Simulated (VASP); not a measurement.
Nb3Sn:

```
CELL_PARAMETERS angstrom
5.28210 0.00000 0.00000
0.00000 5.28210 0.00000
0.00000 0.00000 5.28210
ATOMIC_POSITIONS crystal
Nb 0.25000 0.00000 0.50000
Nb 0.50000 0.75000 0.00000
Nb 0.75000 0.00000 0.50000
Nb 0.50000 0.25000 0.00000
Nb 0.00000 0.50000 0.75000
Nb 0.00000 0.50000 0.25000
Sn 0.00000 0.00000 0.00000
Sn 0.50000 0.50000 0.50000
```

- Program: VASP 6.6.1
- Task: relaxation of cell and atoms
- Functional: LDA
- Potentials or basis: VASP PAW LDA potentials, release 64 (Nb_sv, Sn_d)
- Cutoff: 600 eV
- k mesh: 8 × 8 × 8
- Occupations: methfessel-paxton, width 0.1 eV
- Spin: no spin polarisation

At the start: pressure -6.0 GPa; volume 18.42 Å³/atom.

Question: Where does the relaxation end?

Answer: Over 4 steps the energy falls by 12.1 meV/atom and the volume is 17.79 Å³/atom (-3.4 %); space group Pm-3n (No. 223, to 0.05 Å).

The path:
```csv
step,energy change (eV),largest force (eV/Å),pressure (GPa),volume (Å³)
1,0.0000,0.0000,-5.98,147.37
2,0.2858,0.0000,14.15,133.19
3,-0.0965,0.0000,-0.16,142.46
4,-0.0966,0.0000,0.00,142.35
```

Final structure:
```cif
data_structure
_symmetry_space_group_name_H-M 'P 1'
_symmetry_Int_Tables_number 1
_cell_length_a 5.2214
_cell_length_b 5.2214
_cell_length_c 5.2214
_cell_angle_alpha 90.000
_cell_angle_beta 90.000
_cell_angle_gamma 90.000
_cell_volume 142.35
loop_
_atom_site_label
_atom_site_type_symbol
_atom_site_fract_x
_atom_site_fract_y
_atom_site_fract_z
_atom_site_occupancy
Nb1 Nb 0.25000 0.00000 0.50000 1
Nb2 Nb 0.50000 0.75000 0.00000 1
Nb3 Nb 0.75000 0.00000 0.50000 1
Nb4 Nb 0.50000 0.25000 0.00000 1
Nb5 Nb 0.00000 0.50000 0.75000 1
Nb6 Nb 0.00000 0.50000 0.25000 1
Sn1 Sn 0.00000 0.00000 0.00000 1
Sn2 Sn 0.50000 0.50000 0.50000 1
```
